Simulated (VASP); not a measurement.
# A VASP study of SiC (Moissanite 3C) (r2SCAN): structure first, properties next, part 2 of 6

Aim: relax SiC (Moissanite 3C) with r2SCAN, compute its properties on that cell and hold them against experiment. The start is a cell from a database of measured crystal structures.

VASP 6.6.1, plane waves and PAW; the level of theory is named at each step.

So far, gap on the k-mesh (eV): step 2 (full relaxation (r2SCAN)) 1.88.

### 3. Density, ELF and potential (r2SCAN)

Level of this step: r2SCAN; plane waves and PAW (Si, C) (VASP).

The relaxed cell gets a fresh self-consistent run, on a basis set for its own volume, to fix the density and to check the remaining stress.

The input, INCAR:

```
SYSTEM = SiC
PREC = Accurate
ENCUT = 520
EDIFF = 1E-06
NELM = 100
ISMEAR = 0
SIGMA = 0.05
LREAL = .FALSE.
ALGO = Normal
METAGGA = R2SCAN
LASPH = .TRUE.
NBANDS = 10
LORBIT = 11
LWAVE = .FALSE.
LCHARG = .TRUE.
ISIF = 2
LELF = .TRUE.
LVHAR = .TRUE.
```

The input, POSCAR:

```
SiC
1.0
    0.0000000000      2.1775716673      2.1775716673
    2.1775716673      0.0000000000      2.1775716673
    2.1775716673      2.1775716673      0.0000000000
Si C
1 1
Direct
    0.0000000000      0.0000000000      0.0000000000
    0.2500000000      0.2500000000      0.2500000000
```

The input, KPOINTS:

```
Automatic mesh
0
Gamma
9 9 9
0 0 0
```

The projector-augmented-wave data sets are Si and C (PBE family, release 64).

On the command line:

```bash
mpirun -np 2 vasp_std
```

Log:

```text
[banner, memory and clock lines left out]
running    2 mpi-ranks, on    1 nodes
 distrk:  each k-point on    2 cores,    1 groups
 distr:  one band on    1 cores,    2 groups

 POSCAR found type information on POSCAR SiC
 POSCAR found :  2 types and       2 ions
 [... a notice as in an earlier step ...]

 LDA part: xc-table for (None), standard interpolation
 POSCAR, INCAR and KPOINTS ok, starting setup
 FFT: planning ... GRIDC
 FFT: planning ... GRID_SOFT
 FFT: planning ... GRID
 WAVECAR not read
 entering main loop
       N       E                     dE             d eps       ncg     rms          rms(c)
DAV:   1    -0.143767001475E+01   -0.14377E+01   -0.41530E+03   716   0.694E+02
DAV:   2    -0.217173723906E+02   -0.20280E+02   -0.19304E+02   902   0.112E+02
DAV:   3    -0.223258774249E+02   -0.60851E+00   -0.60746E+00   812   0.170E+01
DAV:   4    -0.223283630132E+02   -0.24856E-02   -0.24853E-02   788   0.137E+00
DAV:   5    -0.223283746906E+02   -0.11677E-04   -0.11677E-04   806   0.887E-02    0.921E+00
DAV:   6    -0.192880171021E+02    0.30404E+01   -0.52157E+00   770   0.117E+01    0.510E+00
DAV:   7    -0.193161002420E+02   -0.28083E-01   -0.50779E-01   880   0.445E+00    0.247E+00
DAV:   8    -0.193263210134E+02   -0.10221E-01   -0.20282E-02   708   0.121E+00    0.181E-01
DAV:   9    -0.193266502638E+02   -0.32925E-03   -0.32912E-04   948   0.183E-01    0.134E-01
DAV:  10    -0.193267339451E+02   -0.83681E-04   -0.71610E-05   722   0.851E-02    0.123E-02
DAV:  11    -0.193267331419E+02    0.80315E-06   -0.70287E-07   796   0.675E-03
   1 F= -.19326733E+02 E0= -.19326733E+02  d E =-.576863E-16
```

Run time: 4.8 s. Hardware: 2 MPI ranks of Intel Xeon 6975P-C (Granite Rapids), shared host; peak memory 0.23 GiB.

From OUTCAR (step 3):

```text
  LATTYP: Found a face centered cubic cell.
 ALAT       =     4.3551433346

The static configuration has the point symmetry T_d .

 Found     35 irreducible k-points:

   NELECT =       8.0000    total number of electrons

 E-fermi :   8.2706

 k-point     1 :       0.0000    0.0000    0.0000
  band No.  band energies     occupation
      1      -8.1908      2.00000
      2       8.0045      2.00000
      3       8.0045      2.00000
      4       8.0045      2.00000
      5      14.8630      0.00000
      6      15.8677      0.00000
      7      15.8677      0.00000
      8      15.8677      0.00000
      9      23.2250      0.00000
    ...

 k-point     2 :       0.1111    0.0000    0.0000
  band No.  band energies     occupation
      1      -7.9408      2.00000
      2       6.7424      2.00000
      3       7.8346      2.00000
      4       7.8346      2.00000
      5      15.1052      0.00000
      6      16.1775      0.00000
      7      16.1775      0.00000
      8      16.3356      0.00000
      9      22.1588      0.00000
    ...

  Total        0.0004751      0.0004751      0.0004751     -0.0000000      0.0000000      0.0000000
  in kB        0.0368602      0.0368602      0.0368602     -0.0000000      0.0000000      0.0000000
  external PRESSURE =       0.0368602 kB  Pullay stress =       0.0000000 kB

  energy-cutoff  :      520.00
  volume of cell :       20.65
      direct lattice vectors                 reciprocal lattice vectors
     0.000000000  2.177571667  2.177571667    -0.229613568  0.229613568  0.229613568
     2.177571667  0.000000000  2.177571667     0.229613568 -0.229613568  0.229613568
     2.177571667  2.177571667  0.000000000     0.229613568  0.229613568 -0.229613568

 POSITION                                       TOTAL-FORCE (eV/Angst)
 -----------------------------------------------------------------------------------
      0.00000      0.00000      0.00000        -0.000000     -0.000000     -0.000000
      1.08879      1.08879      1.08879         0.000000      0.000000      0.000000
 -----------------------------------------------------------------------------------
    total drift:                               -0.000001     -0.000001     -0.000001

  FREE ENERGIE OF THE ION-ELECTRON SYSTEM (eV)
  ---------------------------------------------------
  free  energy   TOTEN  =       -19.3267331419 eV

  energy  without entropy=      -19.3267331419  energy(sigma->0) =      -19.32673314

[... 7 parts as in an earlier step ...]

[... 5 further parts left out ...]
```

This step gave:

```yaml
scf_cycles: 11
pressure: 0.003686 GPa
```

Valence electrons inside each PAW sphere by angular momentum. Sphere charges, by row:

```
atom  s (e)  p (e)  d (e)  tot (e)
 Si1  0.702  0.982      0    1.684
  C2   0.85  1.716      0    2.566
```

ELF in the ac plane of a cell with a along [110], b along [-110] and c along [001] of the cube at fractional y = 0.000, with atoms of Si and C within 0.2 Å of it. It is the smooth field of the valence electrons, not physical close to the nuclei.

Ten even steps from '_' (0.02) to '@' (0.91), each cell a mean:
```
..##@@@@%%@@@@**..==%%@@%%%%@@%%--
==@@@@%%**%%@@%%==**@@@@####@@@@**
==%%@@++..++@@##==**%%##::::%%%%**
::++##++--++##++::--**##--==##**--
__::**######++::__..==########==..
____--**##**--______..++####++..__
______::--::__________..----..____
__________________________________
::::..______..::::::..________..::
==--..______::--==--::..____..::--
::::::::..::::::::::::::::::::::::
__::++**++**++::__..==********==..
```
Columns run along a (6.2 Å), rows up along c (4.4 Å), edges of the conventional cell, whose origin can differ from the input's. Atoms in or near the plane, at fractional coordinates: Si at (0.50, 0.00), Si at (0.00, 0.00), C at (0.75, 0.75), C at (0.25, 0.75).

Valence density in the ac plane of a cell with a along [110], b along [-110] and c along [001] of the cube at fractional y = 0.000, with atoms of Si and C within 0.2 Å of it. It is the smooth field of the valence electrons, not physical close to the nuclei.

Values in e/Å³, 7 rows by 16 columns, each cell a mean:
```
0.2 0.6 0.8 1.0 1.0 0.9 0.7 0.3 0.2 0.6 0.8 1.0 1.0 0.9 0.7 0.3
0.3 0.5 1.1 1.6 1.6 1.4 0.7 0.4 0.3 0.5 1.1 1.6 1.6 1.4 0.7 0.4
0.1 0.2 0.6 1.1 1.2 0.8 0.3 0.1 0.1 0.2 0.6 1.1 1.2 0.8 0.3 0.1
0.1 0.1 0.2 0.3 0.3 0.2 0.1 0.1 0.1 0.1 0.2 0.3 0.3 0.2 0.1 0.1
0.1 0.1 0.1 0.1 0.1 0.1 0.1 0.1 0.1 0.1 0.1 0.1 0.1 0.1 0.1 0.1
0.3 0.2 0.1 0.1 0.1 0.1 0.2 0.3 0.3 0.2 0.1 0.1 0.1 0.1 0.2 0.3
0.0 0.2 0.3 0.2 0.2 0.3 0.3 0.1 0.0 0.2 0.3 0.2 0.2 0.3 0.3 0.1
```
Columns run along a (6.2 Å), rows up along c (4.4 Å), edges of the conventional cell, whose origin can differ from the input's. Atoms in or near the plane, at fractional coordinates: Si at (0.50, 0.00), Si at (0.00, 0.00), C at (0.75, 0.75), C at (0.25, 0.75).

Electrostatic potential energy in the ac plane of a cell with a along [110], b along [-110] and c along [001] of the cube at fractional y = 0.000, with atoms of Si and C within 0.2 Å of it. With pseudopotentials it is smooth inside the atoms' cores, unlike the true potential.

Ten even steps from '_' (-86 eV) to '@' (4 eV), each cell a mean:
```
__--##@@@@@@##--__..++%%@@@@%%++__
==##%%**++**%%##==++%%%%++**%%%%++
%%@@%%++##++%%@@%%@@@@********@@%%
@@@@%%++**++%%@@@@@@@@##++++##@@@@
@@@@@@%%##%%@@@@@@@@@@@@####@@@@@@
@@@@@@@@@@@@@@@@@@@@@@@@@@@@@@@@@@
@@@@@@@@@@@@@@@@@@@@@@@@@@@@@@@@@@
@@@@@@@@@@@@@@@@@@@@@@@@@@@@@@@@@@
@@@@@@@@@@@@@@@@@@@@@@@@@@@@@@@@@@
##%%@@@@@@@@@@%%####%%@@@@@@@@%%##
::++%%@@@@@@%%==::--##@@@@@@@@**--
__::##@@@@@@##..____++%%@@@@%%==__
```
Columns run along a (6.2 Å; values clipped at the 3rd and 97th percentile), rows up along c (4.4 Å), edges of the conventional cell, whose origin can differ from the input's. Atoms in or near the plane, at fractional coordinates: Si at (0.50, 0.00), Si at (0.00, 0.00), C at (0.75, 0.75), C at (0.25, 0.75).

In this run the pressure is 0.00 GPa, small enough to go on.

### 4. Bands along the symmetry lines (r2SCAN)

The mesh alone shows little of the dispersion and can miss band extrema, so KPOINTS_OPT adds a path through the symmetry points after the self-consistent cycle.

The input, INCAR:

```
SYSTEM = SiC
PREC = Accurate
ENCUT = 520
EDIFF = 1E-06
NELM = 100
ISMEAR = 0
SIGMA = 0.05
LREAL = .FALSE.
ALGO = Normal
METAGGA = R2SCAN
LASPH = .TRUE.
NBANDS = 16
LORBIT = 11
LWAVE = .FALSE.
LCHARG = .FALSE.
KPAR = 2
```

POSCAR is that of step 3.

KPOINTS is that of step 3.

The input, KPOINTS_OPT:

```
Line mode
16
Line-mode
Reciprocal
  0.00000000   0.00000000   0.00000000 GAMMA
  0.50000000   0.00000000   0.50000000 X

  0.50000000   0.00000000   0.50000000 X
  0.50000000   0.25000000   0.75000000 W

  0.50000000   0.25000000   0.75000000 W
  0.37500000   0.37500000   0.75000000 K

  0.37500000   0.37500000   0.75000000 K
  0.00000000   0.00000000   0.00000000 GAMMA

  0.00000000   0.00000000   0.00000000 GAMMA
  0.50000000   0.50000000   0.50000000 L

  0.50000000   0.50000000   0.50000000 L
  0.62500000   0.25000000   0.62500000 U

  0.62500000   0.25000000   0.62500000 U
  0.50000000   0.25000000   0.75000000 W

  0.50000000   0.25000000   0.75000000 W
  0.50000000   0.50000000   0.50000000 L

  0.50000000   0.50000000   0.50000000 L
  0.37500000   0.37500000   0.75000000 K

  0.62500000   0.25000000   0.62500000 U
  0.50000000   0.00000000   0.50000000 X
```

On the command line:

```bash
mpirun -np 2 vasp_std
```

Log:

```text
[banner, memory and clock lines left out]
running    2 mpi-ranks, on    1 nodes
 distrk:  each k-point on    1 cores,    2 groups
 distr:  one band on    1 cores,    1 groups

 POSCAR found type information on POSCAR SiC
 POSCAR found :  2 types and       2 ions
 [... a notice as in an earlier step ...]

 LDA part: xc-table for (None), standard interpolation
 POSCAR, INCAR and KPOINTS ok, starting setup
 FFT: planning ... GRIDC
 FFT: planning ... GRID_SOFT
 FFT: planning ... GRID
 WAVECAR not read
 entering main loop
       N       E                     dE             d eps       ncg     rms          rms(c)
DAV:   1    -0.199650599430E+01   -0.19965E+01   -0.38414E+03  1176   0.438E+02
DAV:   2    -0.218853345771E+02   -0.19889E+02   -0.19171E+02  1512   0.957E+01
DAV:   3    -0.223274182672E+02   -0.44208E+00   -0.44172E+00  1352   0.105E+01
DAV:   4    -0.223283719574E+02   -0.95369E-03   -0.95368E-03  1448   0.650E-01
DAV:   5    -0.223283747583E+02   -0.28009E-05   -0.28009E-05  1336   0.318E-02    0.921E+00
DAV:   6    -0.192857813211E+02    0.30426E+01   -0.39052E+00  1384   0.729E+00    0.492E+00
DAV:   7    -0.193162155338E+02   -0.30434E-01   -0.45282E-01  1472   0.303E+00    0.256E+00
DAV:   8    -0.193265923573E+02   -0.10377E-01   -0.21505E-02  1224   0.829E-01    0.292E-01
DAV:   9    -0.193266253627E+02   -0.33005E-04   -0.37581E-04  1520   0.108E-01    0.115E-01
DAV:  10    -0.193267338961E+02   -0.10853E-03   -0.11468E-04  1280   0.670E-02    0.878E-03
DAV:  11    -0.193267332262E+02    0.66990E-06   -0.24247E-06  1504   0.714E-03
   1 F= -.19326733E+02 E0= -.19326733E+02  d E =-.672210E-17
 Start KPOINTS_OPT (optional k-point list driver)
k-point batch [1-35\160]
       N       E                     dE             ncg
DAV:   1     0.124467605878E+04   -0.93990E+04     1160
DAV:   2     0.532737646353E+03   -0.71194E+03     1504
DAV:   3     0.517474555050E+03   -0.15263E+02     1384
DAV:   4     0.517442727336E+03   -0.31828E-01     1464
DAV:   5     0.517442636397E+03   -0.90939E-04     1368
DAV:   6     0.517442636052E+03   -0.34543E-06     1336
[...]
k-point batch [141-160\160]
       N       E                     dE             ncg
DAV:   1     0.573490724443E+04   -0.70696E+04      672
DAV:   2     0.536802711340E+04   -0.36688E+03      888
DAV:   3     0.536089665725E+04   -0.71305E+01      776
DAV:   4     0.536088240250E+04   -0.14255E-01      864
DAV:   5     0.536088236251E+04   -0.39993E-04      744
DAV:   6     0.536088236234E+04   -0.16086E-06      840
```

The job ended after 16 s (2 MPI ranks; peak memory 0.27 GiB).

From OUTCAR (step 4):

```text
The static configuration has the point symmetry T_d .

 Found     35 irreducible k-points:

   k-points           NKPTS =     35   k-points in BZ     NKDIM =     35   number of bands    NBANDS=     16

   NELECT =       8.0000    total number of electrons

 E-fermi :   8.2805

 k-point     1 :       0.0000    0.0000    0.0000
  band No.  band energies     occupation
      1      -8.1909      2.00000
      2       8.0044      2.00000
      3       8.0044      2.00000
      4       8.0044      2.00000
      5      14.8629      0.00000
      6      15.8676      0.00000
      7      15.8676      0.00000
      8      15.8676      0.00000
      9      23.2249      0.00000
    ...

 k-point     2 :       0.1111    0.0000    0.0000
  band No.  band energies     occupation
      1      -7.9409      2.00000
      2       6.7423      2.00000
      3       7.8345      2.00000
      4       7.8345      2.00000
      5      15.1051      0.00000
      6      16.1774      0.00000
      7      16.1774      0.00000
      8      16.3355      0.00000
      9      22.1587      0.00000
    ...

  Total        0.0009239      0.0009239      0.0009239      0.0000000     -0.0000000     -0.0000000
  in kB        0.0716806      0.0716806      0.0716806      0.0000000     -0.0000000     -0.0000000
  external PRESSURE =       0.0716806 kB  Pullay stress =       0.0000000 kB

 POSITION                                       TOTAL-FORCE (eV/Angst)
 -----------------------------------------------------------------------------------
      0.00000      0.00000      0.00000         0.000000      0.000000     -0.000000
      1.08879      1.08879      1.08879        -0.000000     -0.000000      0.000000
 -----------------------------------------------------------------------------------
    total drift:                               -0.000001     -0.000001     -0.000001

  FREE ENERGIE OF THE ION-ELECTRON SYSTEM (eV)
  ---------------------------------------------------
  free  energy   TOTEN  =       -19.3267332262 eV

  energy  without entropy=      -19.3267332262  energy(sigma->0) =      -19.32673323

[... 8 parts as in an earlier step ...]

[... 5 further parts left out ...]
```

This step gave:

| Quantity | Value |
| --- | --- |
| bands | 16 |
| Fermi energy | 8.280 eV |
| pressure | 0.007168 GPa |
| least gap on mesh and path | 1.724 eV |
| least direct gap on mesh and path | 5.061 eV |
| conduction bottom at k | 0.5, 0, 0.5 |
| least direct gap at k | 0.5, 0, 0.5 |

Electronic bands along the path, in eV, zero at the valence-band top; v1 is the highest filled band, c1 the lowest empty one:

```
          point     v3     v2     v1    c1     c2     c3     c4
              Γ   0.00   0.00   0.00  6.86   7.86   7.86   7.86
0.47 of the way  -3.17  -1.86  -1.86  4.86   7.18  11.03  11.03
              X  -8.06  -3.34  -3.34  1.72   4.83  15.15  15.15
0.47 of the way  -7.77  -4.14  -4.10  3.28   6.37  13.10  14.57
              W  -7.24  -5.18  -4.82  5.73  10.15  10.25  10.47
0.47 of the way  -7.38  -5.53  -3.80  4.80   8.80  11.14  12.39
              K  -7.51  -5.73  -2.72  3.55   8.42  12.73  13.44
0.47 of the way  -5.02  -3.33  -0.68  7.16   8.69   9.00   9.92
              Γ   0.00   0.00   0.00  6.86   7.86   7.86   7.86
0.47 of the way  -4.07  -0.58  -0.58  6.65   8.52   8.52  10.00
              L  -8.83  -1.11  -1.11  6.01   7.76   7.76  10.96
0.47 of the way  -8.34  -3.27  -1.73  5.44   8.56   9.38  12.04
              U  -7.51  -5.73  -2.72  3.55   8.42  12.73  13.44
0.53 of the way  -7.38  -5.53  -3.80  4.80   8.80  11.14  12.39
              W  -7.24  -5.18  -4.82  5.73  10.15  10.25  10.47
0.53 of the way  -8.18  -3.61  -2.19  5.84   7.76  10.59  11.94
              L  -8.83  -1.11  -1.11  6.01   7.76   7.76  10.96
0.47 of the way  -8.34  -3.27  -1.73  5.44   8.56   9.38  12.04
              K  -7.51  -5.73  -2.72  3.55   8.42  12.73  13.44
      jump to U  -7.51  -5.73  -2.72  3.55   8.42  12.73  13.44
0.53 of the way  -7.91  -4.27  -3.20  2.41   5.71  14.47  14.70
              X  -8.06  -3.34  -3.34  1.72   4.83  15.15  15.15
```

Of the projections kept (Si, C), the largest for each band there; the rest of the weight can lie on other orbitals:

```
point       v3      v2       v1       c1       c2       c3       c4
    Γ   C 0.89  C 0.89   C 0.89   C 0.78  Si 0.98  Si 0.98  Si 0.98
    X  Si 0.65  C 0.58   C 0.58  Si 0.54  Si 0.89   C 0.59   C 0.59
    W  Si 0.68  C 0.61  Si 0.53   C 0.97  Si 0.70   C 0.53  Si 0.73
    K  Si 0.66  C 0.52   C 0.61  Si 0.56   C 0.52   C 0.51   C 0.61
    Γ   C 0.89  C 0.89   C 0.89   C 0.78  Si 0.98  Si 0.98  Si 0.98
    L  Si 0.61  C 0.72   C 0.72  Si 0.59  Si 0.91  Si 0.91   C 0.93
```

The electronic bands as a text plot (rows in eV, shown from -8.0 to 7.7 only):

```
    7.4 | + +       +        + ++         ++          ++ +    +
    6.7 |+++ +                   ++++++
    6.1 |     +    +        +          +++++         ++++++
    5.4 |   +  +  +  ++    +                +    ++++      +   +
    4.8 |       ++     +  +                  +                  +
    4.1 |    +      +    +                    + +           +
    3.5 |     +         +                      +             +
    2.8 |      +   +                                          +
    2.2 |       + +                                            +
    1.5 |        +                                              +
    0.8 |
    0.2 |*                      ****
   -0.5 | *                  ***** ****
   -1.1 |  *                *   *      *****           ***
   -1.8 |   *              *   *    *      **         ** ***
   -2.4 |   ***          **   *              ***     **   * **
   -3.1 |      ***      *    * *     *      *   *   *         ***
   -3.7 |    *    **   *      *                    * *     *    *
   -4.4 |     *     * *     *                *   *             *
   -5.1 |            **    * *        *          ****       * *
   -5.7 |      *       ****                   ***            *
   -6.4 |                  **          *
   -7.0 |            **   *                      ***
   -7.7 |       *  **  ***              *    ****   *       ****
         Γ       X    W  K        Γ      L     U  W     L   K|U X
```

The path lowers the gap by 0.15 eV against the mesh alone, so a band edge lies off the mesh.

On this path the gap is indirect, 1.72 eV, with the valence top at Γ and the conduction bottom at X. The least direct gap is 5.06 eV.

(Continued in part 3 of 6.)

[Lines on the potential files, build, host, timing and source positions are cut from VASP's logs without a mark.]

[Logs are printed without paths, hosts, clocks, repeated set-up lines and the standing remarks that a program may print on its own settings, such as how far it seeks lower states.]

[Hosts, paths, dates, database ids (printed as entryN), source tags and the programs' standing remarks are cut or masked in the printed files.]

[A measured line is paired with the nearest computed mode of its activity, which favours agreement.]
